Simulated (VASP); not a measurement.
Here is the system:

```xyz
3
Lattice="0.0000 3.4298 3.4298 3.4298 0.0000 3.4298 3.4298 3.4298 0.0000" Properties=species:S:1:pos:R:3 pbc="T T T"
Mg     1.7149     1.7149     1.7149
Mg     5.1446     5.1446     5.1446
Sn     0.0000     0.0000     0.0000
```

Calculation: revPBE GGA, VASP's PBE PAW potentials (set 64) (plane waves; VASP). Settings: 520 eV cut-off, Gaussian smearing of 0.050 eV, potentials Mg Sn_d.

Unless said otherwise, spin-orbit coupling is left out, though it shifts the bands of the heavy elements here.

Predict the band gap (along the path) with the smallest direct gap where there is one.

```
Item                                                          Value
-------------------------  ----------------------------------------
band gap (along the path)  none (metal, semimetal or under 0.01 eV)
```

The compound is Mg2Sn in the antifluorite structure. It was relaxed first.
